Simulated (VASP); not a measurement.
```
CELL_PARAMETERS angstrom
      0.00000     2.91885     2.91885
      2.91885     0.00000     2.91885
      2.91885     2.91885     0.00000
ATOMIC_POSITIONS crystal
  Na 0.00000 0.00000 0.00000
  Cl 0.50000 0.50000 0.50000
```

Calculation: RPBE GGA, VASP's PBE PAW potentials (set 64) (plane waves; VASP 6.6.1). Numerical set-up: 520 eV cut-off, Gaussian smearing of 0.050 eV, potentials Na_pv Cl.

Q: Give the energies of bands 5 to 10 at the high-symmetry points, in eV from the valence-band maximum.

A: 
```tsv
band	Γ	X	U	L	W
5	0.00	-1.35	-1.14	-1.57	-0.96
6	0.00	-0.49	-0.90	-0.21	-0.96
7	0.00	-0.49	-0.40	-0.21	-0.60
8	5.06	7.48	8.23	7.38	8.62
9	11.17	8.39	9.00	10.09	9.68
10	11.17	10.92	10.34	10.90	9.68
```

The gap is direct, 5.06 eV, from the valence maximum at Γ to the conduction minimum at Γ.

Measured: gap 8.97 eV (computed value off by -3.91 eV), as given by Wei Chen et al., Physical Review Materials (2018), doi:10.1103/physrevmaterials.2.073803.

The compound is NaCl in the rock salt structure. It was relaxed first, which changed the volume by +11 %.
